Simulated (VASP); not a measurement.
Input:

```yaml
crystal:
  lattice:
    - [2.89387, 0.00000, 0.00000]
    - [0.00000, 2.89387, 0.00000]
    - [0.00000, 0.00000, 2.89387]
  atoms:
    - { symbol: Cr, position: [0.00000, 0.00000, 0.00000], spin: 0.9 }
    - { symbol: Cr, position: [0.50000, 0.50000, 0.50000], spin: -0.9 }
```

The numbers are results of PBE GGA with D4 dispersion, VASP's PBE PAW potentials (set 64) (plane waves; VASP), not measurements. Settings: 520 eV cut-off, 13×13×13 Γ-centred mesh, first-order Methfessel-Paxton smearing of 0.10 eV, potentials Cr_pv.

**Question.** The job: Cr (bcc, AFM order), 2 atoms, PBE-D4, static run, 520 eV, 13×13×13 Γ-centred mesh. Roughly how much core time does it take on a busy server core?

**Answer.** About 50 core-seconds (one run on a shared machine, a rough figure). It had 84 irreducible k-points, 16 bands, up to 669 plane waves and 20 electronic steps.

The compound is Cr in the bcc, AFM order structure. This cell is one point of a volume scan, at 1.06 of the reference volume.
